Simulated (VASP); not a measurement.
Consider the following.

```yaml
crystal:
  lattice:
    - [3.74941, 0.00000, 0.00000]
    - [-1.87470, 3.24708, 0.00000]
    - [0.00000, 0.00000, 16.15675]
  atoms:
    - { symbol: Ga, position: [0.33333, 0.66667, 0.17477] }
    - { symbol: Ga, position: [0.66667, 0.33333, 0.82523] }
    - { symbol: Ga, position: [0.66667, 0.33333, 0.67477] }
    - { symbol: Ga, position: [0.33333, 0.66667, 0.32523] }
    - { symbol: Se, position: [0.33333, 0.66667, 0.60233] }
    - { symbol: Se, position: [0.66667, 0.33333, 0.39767] }
    - { symbol: Se, position: [0.66667, 0.33333, 0.10233] }
    - { symbol: Se, position: [0.33333, 0.66667, 0.89767] }
```

Calculation: PBEsol GGA, VASP's PBE PAW potentials (set 64) (plane waves; VASP). Numerical set-up: 400 eV cut-off, Gaussian smearing of 0.050 eV, potentials Ga_d Se.

Without a dispersion term in the relaxation, distances and binding between the weakly bound layers, chains or molecules are unreliable, and so is what depends on them.

**Question.** What does the run give for the band gap (along the path) with the smallest direct gap where there is one?

**Answer.** 
```
Item                                   Result
------------------------------------  -------
band gap (along the path)             0.93 eV
smallest direct gap (along the path)  0.93 eV
```

The absolute energy has meaning only against runs of the same code, potentials and settings.

The structure comes from a computed database's GaSe entry (P6_3/mmc), a phase known from measurement. It was relaxed first.
